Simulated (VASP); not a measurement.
Runs of VASP 6.6.1 on FCClBrH. The cell holds a molecule in a box, 5 atoms: a = 12.000 Å, b = 12.000 Å, c = 12.000 Å, α = 90.00°, β = 90.00°, γ = 90.00°. 

```csv
task,level,potentials or basis,cell,cutoff (eV),grid for exact exchange (PRECFOCK),exchange at q = 0,screening parameter,gap on the mesh (eV),largest force (eV/Å)
single point,B3LYP+D4,"VASP PAW PBE potentials, release 64 (F, C, Cl, Br, H)",as given,520,Fast,default,-,6.96,0.85
single point,BLYP+D3(BJ),"VASP PAW PBE potentials, release 64 (F_s, C_s, Cl, Br, H_s)",as given,400,-,-,-,5.09,(b)
electron localisation function,PBE,"VASP PAW PBE potentials, release 64 (F, C, Cl, Br, H)",as given,520,-,-,-,5.19,1.18
relaxation of the atoms,revPBE,"VASP PAW PBE potentials, release 64 (F, C, Cl, Br, H)",atoms relaxed,520,-,-,-,4.99,0.01
single point,HSE06+D3(BJ),"VASP PAW PBE potentials, release 64 (F, C, Cl, Br, H)",as given,520,Normal,-,0.2 1/A,6.74,0.53
atomic charges,PBE+TS,"VASP PAW PBE potentials, release 64 (F, C, Cl, Br, H)",as given,520,-,-,-,5.19,(a)
```

Alike in all rows: no spin polarisation; k mesh 1 × 1 × 1; smearing gaussian 0.01 eV.

Q: Fill in the values left out.

A: (a) 1.19; (b) 2.68.

Caveats: the PAW data sets were made with another functional, which shifts forces and pressure a little (some runs).

A k mesh can miss the band edges, and the runs leave out spin-orbit coupling on Br.

Not every run made on this cell is shown here.
